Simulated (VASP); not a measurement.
Write the native input for VASP 6.6.1 that does the following.

```yaml
Task: relaxation of cell and atoms
Functional: LDA
Potentials_or_basis: VASP PAW LDA potentials, release 64 (Ca_sv, Co, Au)
Cutoff: 600 eV
k_mesh: 6 × 6 × 6
Occupations: methfessel-paxton, width 0.1 eV
Spin: collinear spin, ferromagnetic start
Starting_moments: "[0.0, 2.0, 0.0, 0.0, 0.0] μB"
Further_INCAR_settings: ALGO = Fast; EDIFF = 1e-07; IBRION = 2; EDIFFG = -0.01; NSW = 40; ISIF = 3
```

The structure of CaCoAu3 lies in POSCAR:

```
CaCoAu3
1.0
    4.8510400000      0.0000000000      0.0000000000
    0.0000000000      4.8510400000      0.0000000000
    0.0000000000      0.0000000000      4.8510400000
Ca Co Au
1 1 3
Direct
    0.0000000000      0.0000000000      0.0000000000
    0.5000000000      0.5000000000      0.5000000000
    0.0000000000      0.5000000000      0.5000000000
    0.5000000000      0.0000000000      0.5000000000
    0.5000000000      0.5000000000      0.0000000000
```

The cell was built by a generator and needn't be a form met in nature.

One way to write it, as run:

INCAR

```
SYSTEM = CaCoAu3
PREC     = Accurate       ! precision mode
ENCUT    = 600            ! plane-wave cutoff, eV
EDIFF    = 1E-7           ! SCF threshold, eV
ISMEAR   = 1              ! smearing method
SIGMA    = 0.1            ! smearing width, eV
LREAL    = .FALSE.        ! projectors in reciprocal space
LASPH    = .TRUE.         ! aspherical terms in the spheres
NELM     = 120            ! most SCF steps
ALGO     = Fast           ! electronic algorithm
ISIF     = 3              ! what is computed and relaxed
LWAVE    = .FALSE.        ! write WAVECAR
LCHARG   = .FALSE.        ! write CHGCAR
ISPIN    = 2              ! spin polarisation
MAGMOM   = 0 2 0 0 0      ! initial moments
LORBIT   = 11             ! projections on sites
LMAXMIX  = 4              ! l up to which the mixer works
IBRION   = 2              ! ionic algorithm
NSW      = 40             ! ionic steps
EDIFFG   = -0.01          ! ionic threshold
```

KPOINTS

```
Automatic mesh
0
G
  6 6 6
  0 0 0
```

Potentials or basis: VASP PAW LDA potentials, release 64 (Ca_sv, Co, Au).

Command:

```sh
$ cat potpaw_LDA.64/Ca_sv/POTCAR potpaw_LDA.64/Co/POTCAR potpaw_LDA.64/Au/POTCAR > POTCAR
$ mpirun -np 1 vasp_std > vasp.out
```

It gave:

- Relaxed volume: 20.77 Å³/atom
- Relaxed cell: a = 4.700 Å, b = 4.700 Å, c = 4.700 Å, α = 90.00°, β = 90.00°, γ = 90.00°
- Space group after relaxing (to 0.05 Å): Pm-3m (No. 221)
- Energy gained by relaxing: 51.0 meV/atom
- Ionic steps: 3
- Pressure after relaxing: 0.0 GPa
- Band gap on the k mesh: none (metal or under the smearing width)
- Net moment: 1.20 μB per cell
- Site moments: Ca -0.01; Co +1.19; Au +0.02 μB
- Valence electrons inside the program's atomic spheres: Ca 8.03; Co 8.50; Au 9.73

It took 27 min on 1 thread of Intel(R) Xeon(R) Platinum 8488C (Sapphire Rapids), on a shared host, peak memory 0.32 GiB.
